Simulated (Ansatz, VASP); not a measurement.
# CO2 in two plane-wave programs, part 3 of 3

Wanted: the spread between two codes on one cell, functional and k mesh. The cell is taken from a series of runs on this material, whose earlier steps may have relaxed, scaled, displaced or heated it; both programs get it as it stands.

VASP 6.6.1 and Ansatz 0.2.0.

So far: The structure; VASP: zone-centre phonons, LDA.

## (3) Ansatz: zone-centre phonons, LDA

Level of this step: Ansatz beside VASP: Kohn-Sham DFT, plane waves, LDA (Ansatz).

Ansatz runs on its default PAW (the set named soft_2) files.

The same cell, functional (in two slightly different forms) and mesh now go to Ansatz, which takes its cutoff from its data sets.

Contents of input.yaml:

```yaml
crystal:
  lattice:
    - [4.1181686131, 0.0, 0.0]
    - [0.0, 4.1181686131, 0.0]
    - [0.0, 0.0, 4.33547618]
  atoms:
    - { symbol: C, position: [0.5, 0.5, 0.5] }
    - { symbol: C, position: [0.0, 0.0, 0.0] }
    - { symbol: O, position: [0.3006590153, 0.6993409847, 0.5] }
    - { symbol: O, position: [0.6993409847, 0.3006590153, 0.5] }
    - { symbol: O, position: [0.1993409847, 0.1993409847, 0.0] }
    - { symbol: O, position: [0.8006590153, 0.8006590153, 0.0] }
kpoints:
  mp_grid: { grid: [6, 6, 4] }
hamiltonian:
  xc: lda
scf:
  occupations: { method: fixed }
output:
  eigenvalues: true
phonons:
  method: dfpt
  dielectric: true
  rigid_motions: translations
```

Command:

```
> ansatz run input.yaml --threads 8 --pin off --max-ram 16384MiB --backend cpu --events-out ev --progress --plain --runs-dir out
```

Numbers of over 12 decimals in the logs are rounded to 6 here.

Log:

```text
Engine: ansatz 0.2.0, aarch64-unknown-linux-gnu
Pseudopotentials: kind: paw
Pseudopotential: C, paw, valence charge 4, recommended cutoff 420 eV (normal), C.paw.azcp
Pseudopotential: O, paw, valence charge 6, recommended cutoff 420 eV (normal), O.paw.azcp
Functional definition: SPW92
  exchange = slater_x
  correlation = pw_c
Crystal: 6 atoms, lattice volume = 73.527 Å³
Basis set: ecut = 420 eV, 1399 PW (Γ), exchange–correlation on 60×60×60 points (8 copies of the dense FFT grid, shifted against one another)
Bands: 22, of which v1, the nominal top of the filled ones, is band 16 counted from 1 (15 counted from 0)
Symmetry: 16 space group operations
k-points: 76 of 144 (irreducible under 1 space group operation, time reversal used)
Non-local potential: C, projectors of the file, l = 0: 2, l = 1: 2, l = 2: 1
Non-local potential: O, projectors of the file, l = 0: 2, l = 1: 2, l = 2: 1
PAW form: soft (Blöchl's): semilocal exchange-correlation on the pseudo side does not see the compensation charge
PAW frozen core: C, regenerated for the run's functional, and the local potential with it (the file was generated under x = pbe(κ = 0.804, μ = 0.219515), c = pbe(β = 0.066725))
PAW frozen core: O, regenerated for the run's functional, and the local potential with it (the file was generated under x = pbe(κ = 0.804, μ = 0.219515), c = pbe(β = 0.066725))
PAW one-centre angular grid: C, 110 points (default); XC on 64 Gauss nodes
PAW one-centre angular grid: O, 110 points (default); XC on 64 Gauss nodes
Initial density: superposition of atomic densities (neutral atoms: chi_scale 0, normalization atom), corrected by the library's trained network
Initial wavefunctions: pseudopotential atomic-orbital guess
Functional: x = slater, c = lda
SCF iter   1: F=—  HF=-2704.070573 eV  |F-HF|=—  |Δ(HF+E_count)|=         —  Δρ=1.53e-2  dr2=1.33e-1  ethr=1.77e-3  ⟨swp⟩=4.1  Hψ=6792  notcnv=0  defer=151
preconditioner: auto → Resta (q_TF=auto, 2.375 Å⁻¹)  ε∞=3.3  [insulator: Δε(μ)=6.384 eV  Ē_g=16.010 eV  n_scr=18 (ndim 8)  ℏωp=24.5 eV  f_vac=0.079  ε∞_Penn≈3.3]
SCF iter   2: F=—  HF=-2704.037214 eV  |F-HF|=—  |Δ(HF+E_count)|=   3.34e-2  Δρ=4.74e-3  dr2=1.09e-2  ethr=4.17e-4  ⟨swp⟩=2.0  Hψ=3507  notcnv=0  defer=290
SCF iter   3: F=—  HF=-2704.035047 eV  |F-HF|=—  |Δ(HF+E_count)|=   2.17e-3  Δρ=2.27e-3  dr2=2.78e-3  ethr=3.40e-5  ⟨swp⟩=2.8  Hψ=2842  notcnv=0  defer=304
SCF iter   4: F=—  HF=-2704.034545 eV  |F-HF|=—  |Δ(HF+E_count)|=   5.02e-4  Δρ=5.17e-4  dr2=1.91e-4  ethr=8.67e-6  ⟨swp⟩=3.0  Hψ=2557  notcnv=0  defer=304
SCF iter   5: F=—  HF=-2704.034514 eV  |F-HF|=—  |Δ(HF+E_count)|=   3.04e-5  Δρ=6.97e-5  dr2=3.43e-6  ethr=5.97e-7  ⟨swp⟩=2.1  Hψ=2736  notcnv=0  defer=115
SCF iter   6: F=—  HF=-2704.034516 eV  |F-HF|=—  |Δ(HF+E_count)|=   1.25e-6  Δρ=9.68e-6  dr2=7.31e-8  ethr=1.07e-8  ⟨swp⟩=2.7  Hψ=2641  notcnv=0  defer=115
SCF iter   7: F=—  HF=-2704.034516 eV  |F-HF|=—  |Δ(HF+E_count)|=   8.59e-9  Δρ=1.96e-6  dr2=2.23e-9  ethr=2.29e-10  ⟨swp⟩=2.0  Hψ=2644  notcnv=0  defer=115
SCF iter   8: F=-2704.034516 eV  HF=-2704.034516 eV  |F-HF|=2.27e-12  |Δ(HF+E_count)|=  2.27e-10  Δρ=2.85e-7  dr2=4.98e-11  ethr=1.00e-12  ⟨swp⟩=11.6  Hψ=11527  notcnv=0
SCF 1 converged in 8 iterations: F = -2704.034516 eV  dr2 = 4.98e-11
  greatest PAW one-centre occupation: 0.879 electrons in one spin orbital (limit 2), on the O atom at site 3 (counted from 0), in its partial waves of l = 0
DFPT response loops at Γ: preconditioner auto → none (the input reference at scf.mixing.eps_inf says where Resta's filter doesn't serve); β = 0.50; Broyden in place of MSR1
SCF converged after 8 iterations
Free energy (F): -2704.034516 eV
Harris-Foulkes:  -2704.034516 eV  (|F-HF|=2.27e-12)
Internal energy: -2704.034516 eV  (E = F + TS)
E sigma→0 (E₀):  -2704.034516 eV
Fermi energy:    -0.761778 eV
--- Per-component energies (eV) ---
  E_band       = -262.725197
  E_kinetic    = 867.912828
  E_local      = -2168.580655  (includes V_loc(G=0)·N_el)
  E_nonlocal   = 260.964006
  E_hartree    = 709.756837
  E_xc         = -375.134776
  E_vxc        = -478.059727  (∫ρ·V_xc dr)
  E_paw        = -773.911164  (= ΣΔE_a)
  E_vpaw       = -164.485326  (= ΣTr[D̂ρ^β])
  E_aug_tail   = 0.010179  (compensation charges beyond the density's cutoff)
  E_ewald      = -1225.565122
  E_core_change = 0.513351  (= ΣΔE_core)
  E_smearing   = -0.000000  (= −TS)
  E_closure    = -0.000000  (closes the sum)
  Σ components = -2704.034516   (vs F -2704.034516, Δ=0.00e0)
--- Band table (eV; the first three rows and the last of 76) ---
  k-point 0: bands = [... 12 lower, -2.5880, -1.3415, -1.3415, -1.3085, 5.7704, 6.4281, 6.9944, 6.9944, ... 2 higher]
  k-point 1: bands = [... 12 lower, -2.4175, -1.5151, -1.3435, -1.3435, 6.1072, 6.9793, 7.1115, 7.1115, ... 2 higher]
  k-point 2: bands = [... 12 lower, -1.9840, -1.9840, -1.3459, -1.3459, 6.9764, 6.9764, 7.2276, 7.2276, ... 2 higher]
  k-point 75: bands = [... 12 lower, -1.2938, -1.2938, -0.7618, -0.7618, 6.7207, 6.7207, 7.5223, 7.5223, ... 2 higher]
--- Phonons (Γ-DFPT): 4 representative perturbations + reference, on 76 of 144 k-points (Σ response iterations 13) ---
  k mesh reduced under 1 symmetry operation, with k and −k counted as one. Each operation leaves every solved perturbation unchanged. A smaller set is not considered because the run solves the response to a homogeneous field
  ASR residual: 2.042e-4 → 0.000e0 eV/Å²; symmetrization residual: 2.248e-6 eV/Å²
  ASR residual per site (eV/Å²): 2.04e-4 2.04e-4 9.64e-5 9.64e-5 9.64e-5 9.64e-5
  Γ frequencies (cm⁻¹): 0.00 0.00 0.00 122.09 122.09 130.52 140.41 140.41 156.77 191.11 617.46 619.56 619.56 631.64 1347.42 1349.81 2362.72 2362.72
  ε∞ (high-frequency dielectric tensor):
        2.393222     0.000000     0.000000
        0.000000     2.393222     0.000000
        0.000000     0.000000     1.924151
  ε⁰ (static dielectric tensor: ions relaxed, cell fixed):
        2.794447    -0.000000    -0.000000
       -0.000000     2.794447    -0.000000
       -0.000000    -0.000000     2.159352
  ε⁰ − ε∞ (ionic part):
        0.401225    -0.000000    -0.000000
       -0.000000     0.401225    -0.000000
       -0.000000    -0.000000     0.235201
  softest optical mode at Γ: 122.09 cm⁻¹; the repairs (sum rule, projections) moved no ω² at Γ by more than (2.79 cm⁻¹)²
  Born effective charges Z* (e; rows j = field, columns β = displacement):
    site 0:
         2.02525   -1.08994    0.00000
        -1.08994    2.02525    0.00000
         0.00000    0.00000    0.78247
    site 1:
         2.02525    1.08994    0.00000
         1.08994    2.02525    0.00000
         0.00000    0.00000    0.78247
    site 2:
        -1.01263    0.64134    0.00000
         0.64134   -1.01263    0.00000
         0.00000    0.00000   -0.39123
    site 3:
        -1.01263    0.64134    0.00000
         0.64134   -1.01263    0.00000
         0.00000    0.00000   -0.39123
    site 4:
        -1.01263   -0.64134    0.00000
        -0.64134   -1.01263    0.00000
         0.00000    0.00000   -0.39123
    site 5:
[...]
Z* charge neutrality: 1.696e-5 e pre-enforcement
  k-mesh period / interband length: 17.3 Å / 0.71 Å = 24.37 at k = (0.0000, 0.0000, 0.0000), direct gap 7.079 eV — 14 or more, which is no proof of convergence
  optical modes at Γ without the LO–TO term, one row a degenerate level:
      ω (cm⁻¹)  modes    IR ((D/Å)²/amu)
[...]
optical modes at Γ + LO–TO along q̂ = [1.0000, 0.0000, 0.0000]:
      ω (cm⁻¹)  modes    IR ((D/Å)²/amu)
[...]
optical modes at Γ + LO–TO along q̂ = [0.0000, 1.0000, 0.0000]:
      ω (cm⁻¹)  modes    IR ((D/Å)²/amu)
[...]
optical modes at Γ + LO–TO along q̂ = [0.0000, 0.0000, 1.0000]:
      ω (cm⁻¹)  modes    IR ((D/Å)²/amu)
[...]
156.77      1             0.0000
        191.11      1             0.0000
        617.46      1             0.0000
        619.56      2             4.5216
        669.13      1             3.2349
       1347.42      1             0.0000
       1349.81      1             0.0000
       2362.72      2            52.5976
```

Reading the cycles: dr2 is the Hartree energy of the density residual (eV), the measure of convergence; HF is the Harris–Foulkes estimate of the energy, which meets the free energy F at convergence.

## (4) Side by side

Known differences besides the potentials themselves: the two LDA forms differ slightly; fixed occupations in Ansatz, narrow Gaussian smearing in VASP; the cutoff is 420 eV in Ansatz and 600 eV in VASP; VASP's log shows a relativistic correction to its local exchange, Ansatz's none. Total energies have different zeros and are not compared.

Both answers:

```
                                    quantity  Ansatz   VASP  difference
                                       ε∞ xx    2.39   2.40     -0.14 %
                                       ε∞ yy    2.39   2.40     -0.14 %
                                       ε∞ zz    1.92   1.92     -0.02 %
Born charge of C1 (mean of the diagonal) (e)    1.61   1.61        0.00
Born charge of O3 (mean of the diagonal) (e)   -0.81  -0.81        0.00
```

Zone-centre modes by rising frequency (cm⁻¹; imaginary ones negative):

```
program                                                                                                                       modes
 Ansatz  0.0, 0.0, 0.0, 122.1, 122.1, 130.5, 140.4, 140.4, 156.8, 191.1, 617.5, 619.6, 619.6, 631.6, 1347.4, 1349.8, 2362.7, 2362.7
   VASP  -1.8, -1.8, -0.1, 80.2, 90.3, 90.3, 126.1, 126.1, 154.9, 161.8, 586.1, 587.8, 587.8, 599.6, 1380.6, 1405.2, 2448.4, 2448.4
```

The two lists differ in the order or number of single and degenerate modes, so they aren't paired one by one; the r.m.s. figure in the results sets the two lists side by side in order.

## (5) What came out

| Item | Value |
| --- | --- |
| r.m.s. difference of the optical zone-centre modes, each program's sorted by frequency (zone-centre phonons, LDA) | 44 cm⁻¹ |

What this shows: The r.m.s. difference of the optical zone-centre modes, each program's sorted by frequency is 44 cm⁻¹ (zone-centre phonons, LDA). What causes the difference of the zone-centre phonons, LDA pair stays open here. How closely two codes agree says nothing of how well the functional describes the real material.

[Lines on the potential files, build, host, timing and source positions are cut from VASP's logs without a mark.]

[Logs are printed without paths, hosts, clocks, repeated set-up lines and the standing remarks that a program may print on its own settings, such as how far it seeks lower states.]

[Hosts, paths, dates, database ids (printed as entryN), source tags and the programs' standing remarks are cut or masked in the printed files.]
